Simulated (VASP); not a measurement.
Consider the following.

```
CuZn
1.0
    2.91362     0.00000     0.00000
    0.00000     2.91362     0.00000
    0.00000     0.00000     2.91362
Zn Cu
1 1
Direct
  0.50000   0.50000   0.50000
  0.00000   0.00000   0.00000
```

These are PBE GGA with D3 dispersion (Becke-Johnson damping), VASP's PBE PAW potentials (set 64) (plane waves; VASP 6.6.1) values and carry that method's errors. Settings: 520 eV cut-off, 14×14×14 Γ-centred mesh, tetrahedra with Blöchl corrections, potentials Zn Cu.

Q: Estimate the energy per atom (σ→0), band gap (on the k-mesh) with the smallest direct gap where there is one.

A: 
```
Property                                                    Result
------------------------  ----------------------------------------
band gap (on the k-mesh)  none (metal, semimetal or under 0.01 eV)
energy per atom (σ→0)                               -3.015 eV/atom
```

Total energies compare only between runs with the same potentials, cut-off and functional.

The compound is CuZn in the CsCl type structure. It was relaxed first. The electron count is odd and the run is not spin-polarised, which forces a metal.
